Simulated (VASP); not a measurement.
Energy against volume of InP (zinc blende). Computed with PBE GGA with D4 dispersion, VASP's PBE PAW potentials (set 64) (plane waves; VASP 6.6.1). Numerical set-up: 520 eV cut-off, 8×8×8 Γ-centred mesh, Gaussian smearing of 0.050 eV, potentials In_d P.

| V (Å³/atom) | E (eV/atom) |
|---|---|
| 24.004 | -4.50709 |
| 24.770 | -4.52347 |
| 25.536 | -4.52870 |
| 26.302 | -4.52449 |

Q: Fit these four points and predict the energy of the run at 27.068 Å³/atom.

A: A cubic in V^(−2/3), the third-order Birch-Murnaghan form, passes through the four points with V0 = 25.56 Å³/atom and B0 = 65 GPa, and gives -4.5123 eV/atom there. The run gave -4.5123 eV/atom, -0.0 meV/atom from the fit; all five points give B0 = 65 GPa.

The compound is InP in the zinc blende structure. It was relaxed first.
